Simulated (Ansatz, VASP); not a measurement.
Y3Si2F in VASP and in Ansatz

```
CELL_PARAMETERS angstrom
4.05642 0.00000 0.00000
0.00000 4.05642 0.00000
0.00000 0.00000 7.12242
ATOMIC_POSITIONS crystal
Y 0.50000 0.50000 0.44771
Y 0.50000 0.50000 0.84456
Y 0.00000 0.00000 0.20429
Si 0.50000 0.00000 0.78640
Si 0.00000 0.50000 0.78640
F 0.00000 0.00000 0.64823
```

Alike in both runs: task single point; functional PBE; k mesh 4 × 4 × 4; occupations gaussian, width 0.1 eV; no spin polarisation.

```csv
,VASP,Ansatz
version,VASP 6.6.1,Ansatz 0.2.0
potentials or method,"VASP PAW PBE potentials, release 64 (Y_sv, Si, F)","scalar-relativistic, plane waves, PAW"
plane-wave cutoff (eV),520,420
valence electrons in the cell,48,48
```

```tsv
	VASP	Ansatz	Ansatz less VASP
gap on the k mesh at the Fermi level (eV)	none	none	-
rms of the force components (eV/Å)	2.584	2.566	-0.0181
```

Atom by atom the forces differ by 0.022 eV/Å (rms over components). A gap of «none» marks a metal or a gap that the smearing closes.

Caveats: the k mesh is coarse (spacing up to 0.39 Å⁻¹), so the values aren't converged; forces of over 1 eV/Å show positions far from the minimum, so gaps and moduli don't describe the material at rest.
